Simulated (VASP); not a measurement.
All values below come from PBE GGA with D4 dispersion, VASP's PBE PAW potentials (set 64) (plane waves; VASP 6.6.1).

VASP ran on this input.

INCAR:
```
ALGO  =  Normal
EDIFF  =  1E-7
ENCUT  =  520
GGA  =  PE
ISIF  =  2
ISMEAR  =  1
IVDW  =  13
LASPH  =  T
LCHARG  =  F
LMAXMIX  =  6
LREAL  =  F
LWAVE  =  F
NELM  =  100
PREC  =  Accurate
SIGMA  =  0.1
SYSTEM  =  Ta
```

**POSCAR**
```
Ta
1
   -1.6687753119     1.6687753119     1.6687753119
    1.6687753119    -1.6687753119     1.6687753119
    1.6687753119     1.6687753119    -1.6687753119
Ta
1
Direct
  0.0000000000   0.0000000000   0.0000000000
```

### KPOINTS
```
Automatic mesh
0
Gamma
15 15 15
0 0 0
```

POTCAR, in this order: Ta_pv (PBE.64 set). Program: vasp_std.

The run wrote:

OSZICAR:
```
       N       E                     dE             d eps       ncg     rms          rms(c)
DAV:   1     0.464553933267E+02    0.46455E+02   -0.65522E+03  2160   0.116E+03
DAV:   2    -0.115582682970E+02   -0.58014E+02   -0.57050E+02  2675   0.245E+02
DAV:   3    -0.122896983361E+02   -0.73143E+00   -0.70781E+00  2530   0.273E+01
DAV:   4    -0.122955176137E+02   -0.58193E-02   -0.58128E-02  2439   0.192E+00
DAV:   5    -0.122955538741E+02   -0.36260E-04   -0.36258E-04  2451   0.139E-01    0.128E+01
DAV:   6    -0.119188115668E+02    0.37674E+00   -0.43519E-01  2240   0.797E+00    0.612E+00
DAV:   7    -0.118092011379E+02    0.10961E+00   -0.34612E-01  2264   0.670E+00    0.388E-01
DAV:   8    -0.118080139985E+02    0.11871E-02   -0.43331E-03  2310   0.859E-01    0.135E-01
DAV:   9    -0.118079717975E+02    0.42201E-04   -0.21028E-04  2291   0.180E-01    0.316E-02
DAV:  10    -0.118079660422E+02    0.57553E-05   -0.43120E-06  2412   0.302E-02    0.495E-03
DAV:  11    -0.118079661609E+02   -0.11864E-06   -0.18342E-07  2007   0.609E-03    0.558E-04
DAV:  12    -0.118079661282E+02    0.32650E-07   -0.48023E-09  1153   0.867E-04
   1 F= -.12117497E+02 E0= -.12117286E+02  d E =-.634062E-03
```

**OUTCAR**
```
------------------------ aborting loop because EDIFF is reached ----------------------------------------
  Edisp (eV):   -0.30953
  FORCE on cell =-STRESS in cart. coord.  units (eV):
  Direction    XX          YY          ZZ          XY          YZ          ZX
  --------------------------------------------------------------------------------------
  Total      -0.68693    -0.68693    -0.68693     0.00000     0.00000    -0.00000
  in kB     -59.20644   -59.20644   -59.20644     0.00000     0.00000    -0.00000
  external pressure =      -59.21 kB  Pullay stress =        0.00 kB
  volume of cell :       18.59
      direct lattice vectors                 reciprocal lattice vectors
    -1.668775312  1.668775312  1.668775312     0.000000000  0.299620923  0.299620923
     1.668775312 -1.668775312  1.668775312     0.299620923  0.000000000  0.299620923
     1.668775312  1.668775312 -1.668775312     0.299620923  0.299620923  0.000000000
 POSITION                                       TOTAL-FORCE (eV/Angst)
 -----------------------------------------------------------------------------------
      0.00000      0.00000      0.00000         0.000000      0.000000      0.000000
 -----------------------------------------------------------------------------------
    total drift:                               -0.000000      0.000000      0.000000
  FREE ENERGIE OF THE ION-ELECTRON SYSTEM (eV)
  ---------------------------------------------------
  free  energy   TOTEN  =       -12.1174972949 eV

  energy  without entropy=      -12.1168632333  energy(sigma->0) =      -12.11728594
```
(Selected blocks of OUTCAR.)

### OUTCAR
```
 val. band max:        5.2183617975   @ k =   0.3333   0.1333   0.0000

 cond. band min:       5.2338822041   @ k =   0.4000   0.2000   0.0000


 Fermi energy:         5.2262832163

 k-point     1 :       0.0000    0.0000    0.0000
  band No.  band energies     occupation
      1     -27.9630      2.00000
      2     -27.9630      2.00000
      3     -27.9630      2.00000
      4      -2.5605      2.00000
      5       5.9666     -0.00000
      6       5.9666     -0.00000
      7       5.9666     -0.00000
      8       9.1289      0.00000
      9       9.1289      0.00000

 k-point     2 :       0.0667    0.0000    0.0000
  band No.  band energies     occupation
      1     -28.0124      2.00000
      2     -27.9783      2.00000
      3     -27.9632      2.00000
      4      -2.3695      2.00000
      5       5.8433     -0.00000
      6       5.9300     -0.00000
      7       6.1533     -0.00000
      8       8.9333      0.00000
      9       9.1299      0.00000

 k-point     3 :       0.1333    0.0000    0.0000
  band No.  band energies     occupation
      1     -28.1501      2.00000
      2     -28.0214      2.00000
      3     -27.9638      2.00000
      4      -1.8235      2.00000
      5       5.5150     -0.00035
      6       5.7635     -0.00000
      7       6.7052     -0.00000
      8       8.5845      0.00000
      9       9.1469      0.00000

 k-point     4 :       0.2000    0.0000    0.0000
  band No.  band energies     occupation
      1     -28.3477      2.00000
      2     -28.0844      2.00000
      3     -27.9648      2.00000
      4      -1.0113      2.00000
      5       5.0764      2.05537
      6       5.4206     -0.01913
      7       7.5967      0.00000
      8       8.4595      0.00000
      9       9.2117      0.00000

 k-point     5 :       0.2667    0.0000    0.0000
  band No.  band energies     occupation
      1     -28.5675      2.00000
      2     -28.1557      2.00000
      3     -27.9660      2.00000
...
```

Unless said otherwise, spin-orbit coupling is left out, though it shifts the bands of the heavy elements here.

The compound is Ta in the bcc structure. This cell is one point of a volume scan, at 1.03 of the reference volume.
